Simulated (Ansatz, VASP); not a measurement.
Given: the input of a run of Ansatz 0.2.0 on Rb3Ba. The cell comes from a database or a generator and needn't be the stable form of this composition.

File input.yaml:

```yaml
crystal:
  lattice:
    - [0.0, 5.51443, 5.51443]
    - [5.51443, 0.0, 5.51443]
    - [5.51443, 5.51443, 0.0]
  atoms:
    - { symbol: Ba, position: [0.0, 0.0, 0.0] }
    - { symbol: Rb, position: [0.5, 0.5, 0.5] }
    - { symbol: Rb, position: [0.75, 0.75, 0.75] }
    - { symbol: Rb, position: [0.25, 0.25, 0.25] }
hamiltonian:
  xc: pbe
  pseudopotentials: { kind: paw }
kpoints:
  mp_grid: { grid: [4, 4, 4] }
scf:
  occupations: { method: fermi_dirac, width: 0.05 }
output:
  forces: true
  stress: true
  eigenvalues: true
  write_density: true
  write_potential: true
  elf: true
  volumetric_format: npy
```

Potentials or basis: Ansatz PAW.

Command:

```sh
$ ansatz run input.yaml --threads 2 --pin off --max-ram 5120MiB --backend cpu --events-out ev --progress --plain --runs-dir out
```

Problem. Translate it to VASP 6.6.1. Potentials or basis there: PBE PAW files Ba_sv, Rb_sv, 520 eV.

Solution. As run (cutoffs and basis follow the program's own potentials, and thresholds, step limits or extra output files can differ):

Contents of INCAR:

```
PREC     = Accurate       # precision mode
ENCUT    = 520            # plane-wave cutoff, eV
EDIFF    = 1E-7           # SCF threshold, eV
ISMEAR   = -1             # smearing method
SIGMA    = 0.05           # smearing width, eV
LREAL    = F              # projectors in reciprocal space
LASPH    = T              # aspherical terms in the spheres
NELM     = 60             # most SCF steps
ALGO     = Normal         # electronic algorithm
ISIF     = 2              # what is computed and relaxed
LWAVE    = F              # write WAVECAR
LCHARG   = T              # write CHGCAR
GGA      = PE             # functional
LELF     = T              # ELF
LVHAR    = T            
NBANDS   = 26             # bands
```

Contents of KPOINTS:

```
regular mesh
0
Gamma
  4 4 4
```

File POSCAR:

```
Rb3Ba
1.0
    0.0000000000      5.5144300000      5.5144300000
    5.5144300000      0.0000000000      5.5144300000
    5.5144300000      5.5144300000      0.0000000000
Ba Rb
1 3
Direct
    0.0000000000      0.0000000000      0.0000000000
    0.5000000000      0.5000000000      0.5000000000
    0.7500000000      0.7500000000      0.7500000000
    0.2500000000      0.2500000000      0.2500000000
```

Potentials or basis: VASP PAW PBE potentials, release 64 (Ba_sv, Rb_sv).

Launch:

```sh
$ cat potpaw_PBE.64/Ba_sv/POTCAR potpaw_PBE.64/Rb_sv/POTCAR > POTCAR
$ mpirun -np 1 vasp_std > vasp.out
```

Both were run:

|  | Ansatz | VASP |
| --- | --- | --- |
| Pressure | 0.0 GPa | 0.0 GPa |

Ansatz's pressure holds a Pulay term of +0.00 GPa for its cutoff of 420 eV, which the other run lacks.

Where Ansatz's input types no cutoff or centring, it takes its own default and a Γ-centred mesh.

Pressure is positive in compression.
